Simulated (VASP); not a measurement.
A VASP calculation is set up with these files.

KPOINTS:
```
Regular mesh
0
gamma
  15 15 15
```

**INCAR**
```
ALGO=Normal
EDIFF=1E-6
EDIFFG=-0.02
ENCUT=500
GGA=PE
IBRION=2
ISIF=3
ISMEAR=1
LASPH=T
LCHARG=F
LMAXMIX=6
LREAL=F
LWAVE=F
NELM=100
NSW=40
PREC=Accurate
PSTRESS=50
SIGMA=0.1
SYSTEM=Ta
```

**POSCAR**
```
Ta
1
   -1.6590053274     1.6590053274     1.6590053274
    1.6590053274    -1.6590053274     1.6590053274
    1.6590053274     1.6590053274    -1.6590053274
Ta
1
Direct
  0.0000000000   0.0000000000   0.0000000000
```

POTCAR, in this order: Ta_pv (PBE.64 set). Program: vasp_std.

Q: Translate this PBE calculation to Ansatz.

A: One equivalent input (not run):
Ansatz 0.2 input:
```yaml
crystal:
  lattice:
    - [-1.6590053, 1.6590053, 1.6590053]
    - [1.6590053, -1.6590053, 1.6590053]
    - [1.6590053, 1.6590053, -1.6590053]
  atoms:
    - { symbol: Ta, position: [0.0000000, 0.0000000, 0.0000000] }
kpoints:
  mp_grid: { grid: [15, 15, 15] }
hamiltonian:
  xc: pbe
  pseudopotentials: { kind: paw }
scf:
  occupations: { method: methfessel_paxton, width: 0.1 }
  max_iter: 100
relax:
  max_steps: 40
  f_tol: 0.02
  cell: { p_target: 5 }
output: { forces: true, stress: true, eigenvalues: true }
```
Limits of the translation: each code has its own PAW files, so the cut-off isn't converted (ENCUT is set for VASP's; basis.ecutwfc is left out, and Ansatz then takes the one that its files recommend); Ansatz stops its SCF on the density residual and VASP on the energy change (EDIFF).

The compound is Ta in the bcc structure. This run relaxes it under an external pressure of 5 GPa. Symmetry was kept, so distortions that lower it aren't found.
